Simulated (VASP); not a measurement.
Input:

```
RbCl
1.0
    0.00000     3.27440     3.27440
    3.27440     0.00000     3.27440
    3.27440     3.27440     0.00000
Rb Cl
1 1
Cartesian
  0.00000   0.00000   0.00000
  3.27440   3.27440   3.27440
```

These are optB86b-vdW, VASP's PBE PAW potentials (set 64) (plane waves; VASP) values and carry that method's errors. Numerical set-up: 520 eV cut-off, Gaussian smearing of 0.050 eV, potentials Rb_sv Cl.

Q: Give the energies of bands 6 to 11 at the high-symmetry points, in eV from the valence-band maximum.

A: 
| band | Γ | X | U | L | W |
|---|---|---|---|---|---|
| 6 | 0.00 | -0.33 | -0.42 | -0.90 | -0.46 |
| 7 | 0.00 | -0.10 | -0.29 | -0.35 | -0.24 |
| 8 | 0.00 | -0.10 | -0.23 | -0.35 | -0.24 |
| 9 | 4.95 | 6.10 | 6.87 | 7.70 | 7.61 |
| 10 | 7.93 | 8.07 | 8.68 | 7.95 | 7.61 |
| 11 | 7.93 | 9.71 | 9.08 | 10.16 | 9.38 |

The gap is direct, 4.95 eV, from the valence maximum at Γ to the conduction minimum at Γ.

Measured: gap 8.50 eV (computed value off by -3.55 eV), as given by Aguado et al., (1998), arXiv:cond-mat/9809176.

The compound is RbCl in the rock salt structure. It was relaxed first.
